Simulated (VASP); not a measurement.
Output of a VASP run:

File OUTCAR:
```
 ion  position               nearest neighbor table
   1  0.401  0.401  0.401-   5 2.87   5 2.87   5 2.87   3 3.09   3 3.09   3 3.09
   2  0.599  0.599  0.599-   4 2.87   4 2.87   4 2.87   3 3.09   3 3.09   3 3.09
   3  0.000  0.000  0.000-   2 3.09   1 3.09   2 3.09   2 3.09   1 3.09   1 3.09
   4  0.212  0.212  0.212-   2 2.87   2 2.87   2 2.87
   5  0.788  0.788  0.788-   1 2.87   1 2.87   1 2.87
  LATTYP: Found a trigonal (rhomboedric) cell.
 ALAT       =     9.8889915033
 COS(alpha) =     0.9110408717
 Subroutine PRICEL returns:
 Original cell was already a primitive cell.
 Subroutine GETGRP returns: Found 12 space group operations
The static configuration has the point symmetry D_3d.
The dynamic configuration has the point symmetry D_3d.
 Subroutine INISYM returns: Found 12 space group operations
 Subroutine IBZKPT returns following result:
 Found     32 irreducible k-points:

 Following reciprocal coordinates:
            Coordinates               Weight
  0.000000  0.000000  0.000000      1.000000
  0.166667  0.000000 -0.000000      6.000000
  0.333333 -0.000000 -0.000000      6.000000
  0.500000  0.000000 -0.000000      3.000000
  0.166667  0.166667 -0.000000      6.000000
  0.333333  0.166667 -0.000000     12.000000
  0.500000  0.166667 -0.000000     12.000000
 -0.333333  0.166667  0.000000     12.000000
 -0.166667  0.166667  0.000000      6.000000
  0.333333  0.333333 -0.000000      6.000000
  0.500000  0.333333 -0.000000     12.000000
 -0.333333  0.333333  0.000000      6.000000
  0.500000  0.500000 -0.000000      3.000000
  0.166667  0.166667  0.166667      2.000000
  0.333333  0.166667  0.166667      6.000000
  0.500000  0.166667  0.166667      6.000000
 -0.333333  0.166667  0.166667      6.000000
 -0.166667  0.166667  0.166667      6.000000
  0.333333  0.333333  0.166667      6.000000
  0.500000  0.333333  0.166667     12.000000
 -0.333333  0.333333  0.166667     12.000000
 -0.166667  0.333333  0.166667     12.000000
  0.500000  0.500000  0.166667      6.000000
 -0.333333  0.500000  0.166667     12.000000
 -0.166667  0.500000  0.166667      6.000000
 -0.333333 -0.333333  0.166667      6.000000
  0.333333  0.333333  0.333333      2.000000
  0.500000  0.333333  0.333333      6.000000
 -0.333333  0.333333  0.333333      6.000000
  0.500000  0.500000  0.333333      6.000000
 -0.333333  0.500000  0.333333      6.000000
  0.500000  0.500000  0.500000      1.000000
   k-points           NKPTS =     32   k-points in BZ     NKDIM =     32   number of bands    NBANDS=     28
   number of dos      NEDOS =    301   number of ions     NIONS =      5
   total plane-waves  NPLWV = 512000
   dimension x,y,z NGX =    80 NGY =   80 NGZ =   80
   dimension x,y,z NGXF=   160 NGYF=  160 NGZF=  160
   ions per type =               2   3
   PREC   = accura    normal or accurate (medium, high low for compatibility)
   ISTART =      0    job   : 0-new  1-cont  2-samecut
   ICHARG =      2    charge: 1-file 2-atom 10-const
   ISPIN  =      1    spin polarized calculation?
   LNONCOLLINEAR =      F non collinear calculations
   LSORBIT =      F    spin-orbit coupling
   INIWAV =      1    electr: 0-lowe 1-rand  2-diag
   ENCUT  =  520.0 eV  38.22 Ry    6.18 a.u.  18.39 18.39 18.39*2*pi/ulx,y,z
   NELM   =    100;   NELMIN=  2; NELMDL= -5     # of ELM steps
   EDIFF  = 0.1E-05   stopping-criterion for ELM
   LREAL  =      F    real-space projection
   NLSPLINE    = F    spline interpolate recip. space projectors
   LMAXMIX     =    4 max onsite mixed and CHGCAR
   VOSKOWN=      0    Vosko Wilk Nusair interpolation
   EDIFFG = -.2E-01   stopping-criterion for IOM
   NSW    =     60    number of steps for IOM
   NBLOCK =      1;   KBLOCK =     60    inner block; outer block
   IBRION =      2    ionic relax: 0-MD 1-quasi-New 2-CG
   NFREE  =      1    steps in history (QN), initial steepest desc. (CG)
   ISIF   =      3    stress and relaxation
   ISYM   =      2    0-nonsym 1-usesym 2-fastsym
   TEIN   =    0.0    initial temperature
...
```

OSZICAR:
```
       N       E                     dE             d eps       ncg     rms          rms(c)
DAV:   1     0.473164731943E+03    0.47316E+03   -0.23238E+04  1792   0.176E+03
DAV:   2     0.361837537229E+02   -0.43698E+03   -0.42610E+03  1912   0.444E+02
DAV:   3    -0.184056438610E+02   -0.54589E+02   -0.51837E+02  2356   0.163E+02
DAV:   4    -0.208932494222E+02   -0.24876E+01   -0.24470E+01  2028   0.344E+01
DAV:   5    -0.210035079828E+02   -0.11026E+00   -0.10977E+00  2528   0.736E+00    0.514E+00
DAV:   6    -0.201703082136E+02    0.83320E+00   -0.21970E+00  2112   0.851E+00    0.325E+00
DAV:   7    -0.201805076999E+02   -0.10199E-01   -0.43321E-01  2020   0.306E+00    0.167E+00
DAV:   8    -0.201899618687E+02   -0.94542E-02   -0.73541E-02  2412   0.147E+00    0.544E-01
DAV:   9    -0.201892444386E+02    0.71743E-03   -0.12009E-02  2304   0.652E-01    0.154E-01
DAV:  10    -0.201894991664E+02   -0.25473E-03   -0.25557E-03  1992   0.273E-01    0.618E-02
DAV:  11    -0.201896149570E+02   -0.11579E-03   -0.53757E-04  2456   0.123E-01    0.390E-02
DAV:  12    -0.201896359916E+02   -0.21035E-04   -0.11087E-04  2268   0.664E-02    0.179E-02
DAV:  13    -0.201896361868E+02   -0.19518E-06   -0.28383E-05  2260   0.443E-02    0.455E-03
DAV:  14    -0.201896363972E+02   -0.21037E-06   -0.26364E-06  1724   0.104E-02
   1 F= -.21477664E+02 E0= -.21477663E+02  d E =-.214777E+02
       N       E                     dE             d eps       ncg     rms          rms(c)
DAV:   1    -0.201893882999E+02    0.24789E-03   -0.30788E-02  2248   0.105E+00    0.771E-02
DAV:   2    -0.201892771254E+02    0.11117E-03   -0.95685E-04  2580   0.299E-01    0.458E-02
DAV:   3    -0.201892162431E+02    0.60882E-04   -0.15519E-04  2476   0.139E-01    0.139E-02
DAV:   4    -0.201892155327E+02    0.71035E-06   -0.34755E-05  2384   0.471E-02    0.647E-03
DAV:   5    -0.201892158262E+02   -0.29346E-06   -0.22226E-06  1372   0.141E-02
   2 F= -.21477788E+02 E0= -.21477787E+02  d E =-.123626E-03
```

**OUTCAR**
```
------------------------ aborting loop because EDIFF is reached ----------------------------------------
 Edisp (eV)   -1.28857
  FORCE on cell =-STRESS in cart. coord.  units (eV):
  Direction    XX          YY          ZZ          XY          YZ          ZX
  --------------------------------------------------------------------------------------
  Total      -0.04413     0.02954     0.02839    -0.00000     0.00000    -0.00922
  in kB      -0.48938     0.32762     0.31482    -0.00000     0.00000    -0.10228
  external pressure =        0.05 kB  Pullay stress =        0.00 kB
  volume of cell :      144.47
      direct lattice vectors                 reciprocal lattice vectors
     9.658445337 -2.086107748 -0.004707528     0.051703348 -0.239680813 -0.132987319
     9.658445337  2.086107748 -0.004707528     0.051703348  0.239680813 -0.132987319
     9.209618751  0.000000000  3.580552832     0.000135954  0.000000000  0.278936791
 POSITION                                       TOTAL-FORCE (eV/Angst)
 -----------------------------------------------------------------------------------
     11.42675      0.00000      1.43048        -0.014280      0.000000     -0.001788
     17.09976      0.00000      2.14066         0.014280      0.000000      0.001788
      9.20962     -0.00000      3.58055         0.000000      0.000000      0.000000
      6.04029      0.00000      0.75616         0.007915      0.000000      0.000991
     22.48622      0.00000      2.81497        -0.007915      0.000000     -0.000991
 -----------------------------------------------------------------------------------
    total drift:                               -0.000000     -0.000000     -0.000000
  FREE ENERGIE OF THE ION-ELECTRON SYSTEM (eV)
  ---------------------------------------------------
  free  energy   TOTEN  =       -21.4777877629 eV

  energy  without entropy=      -21.4777855282  energy(sigma->0) =      -21.47778665

 reached required accuracy - stopping structural energy minimisation
```
(Selected blocks of OUTCAR.)

**POSCAR**
```
Bi2Se3
1
    9.6665603575    -2.0856059669    -0.0033996712
    9.6665603575     2.0856059669    -0.0033996712
    9.2178417303     0.0000000000     3.5809983101
Bi Se
2 3
Direct
  0.4006073551   0.4006073551   0.4006073551
  0.5993926449   0.5993926449   0.5993926449
  0.0000000000   0.0000000000   0.0000000000
  0.2117270452   0.2117270452   0.2117270452
  0.7882729548   0.7882729548   0.7882729548
```

Q: Write an INCAR and KPOINTS that could have produced this output.

A: This is not unique; one that fits is the input of the run itself, PBE GGA with D3 dispersion (zero damping), plane waves, VASP's PBE PAW potentials (set 64).

### INCAR
```
# general
SYSTEM  = Bi2Se3
PREC    = Accurate
ENCUT   = 520
LREAL   = .FALSE.
LASPH   = .TRUE.

# electronic loop
EDIFF   = 1E-6
NELM    = 100
ALGO    = Normal
LMAXMIX = 4

# smearing
ISMEAR  = 0
SIGMA   = 0.05

# functional
GGA     = PE
IVDW    = 11

# ions
IBRION  = 2
NSW     = 60
ISIF    = 3
EDIFFG  = -0.02

# output
LWAVE   = .FALSE.
LCHARG  = .FALSE.
```

**KPOINTS**
```
Automatic mesh
0
Gamma
6 6 6
0 0 0
```

POTCAR, in this order: Bi_d Se (PBE.64 set). Program: vasp_std.

The compound is Bi2Se3 in the tetradymite structure. This run relaxes it. Symmetry was kept, so distortions that lower it aren't found. The start is the result of an earlier pass.
